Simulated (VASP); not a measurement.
All values below come from PW91 GGA, VASP's PBE PAW potentials (set 64) (plane waves; VASP).

A VASP calculation is set up with these files.

### INCAR
```
LASPH  =  .TRUE.
LCHARG  =  .TRUE.
ALGO  =  Normal   # blocked Davidson
ENCUT  =  520   # plane-wave cut-off (eV)
GGA  =  91
LEFG  =  .TRUE.
LMAXMIX  =  4   # l cut-off of mixed one-centre charges
NELM  =  100   # most electronic steps
ISMEAR  =  -5
LORBIT  =  11   # lm-projected
SYSTEM  =  CsPbCl3
NEDOS  =  601   # DOS grid
PREC  =  Accurate
LREAL  =  .FALSE.
EDIFF  =  1E-7   # SCF stop (eV)
LWAVE  =  .FALSE.
ISIF  =  2
```

POSCAR:
```
CsPbCl3
5.7318530
  1.0000000770   0.0000000000   0.0000000000
  0.0000000000   1.0000000770   0.0000000000
  0.0000000000   0.0000000000   1.0000000770
Cs Pb Cl
1 1 3
Cartesian
  0.0000000000   0.0000000000   0.0000000000
  0.5000000385   0.5000000385   0.5000000385
  0.5000000385   0.0000000000   0.5000000385
  0.0000000000   0.5000000385   0.5000000385
  0.5000000385   0.5000000385   0.0000000000
```

File KPOINTS:
```
Automatic mesh
0
Gamma
5 5 5
0 0 0
```

POTCAR, in this order: Cs_sv Pb_d Cl (PBE.64 set). Program: vasp_std.

Question: What will the output report for the number of irreducible k-points (NKPTS), largest plane-wave count, number of space-group operations, FFT grid (NGX, NGY, NGZ)?

Answer: 
- number of irreducible k-points (NKPTS): 10
- largest plane-wave count: 5089
- number of space-group operations: 48
- FFT grid (NGX, NGY, NGZ): 48 × 48 × 48

The compound is CsPbCl3 in the cubic perovskite structure, the ideal cubic form; the compound distorts at low or room temperature. It was relaxed first, which changed the volume by +7 %.
